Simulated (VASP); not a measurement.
Given:

```xyz
4
Lattice="3.4591 0.0000 0.0000 0.0000 3.4591 0.0000 0.0000 0.0000 3.4591" Properties=species:S:1:pos:R:3 pbc="T T T"
Si     0.0000     0.0000     0.0000
Ni     0.0000     1.7296     1.7296
Ni     1.7296     0.0000     1.7296
Ni     1.7296     1.7296     0.0000
```

Calculation: PBEsol GGA, VASP's PBE PAW potentials (set 64) (plane waves; VASP 6.6.1). Numerical set-up: 400 eV cut-off, Gaussian smearing of 0.050 eV, potentials Si Ni.

Question: Estimate the band gap (along the path) with the smallest direct gap where there is one.

Answer: 
```
Item                                                         Result
-------------------------  ----------------------------------------
band gap (along the path)  none (metal, semimetal or under 0.01 eV)
```

Total energies compare only between runs with the same potentials, cut-off and functional.

The compound is Ni3Si in the L1_2 structure. It was relaxed first. The run is not spin-polarised, so no magnetic state was tried.
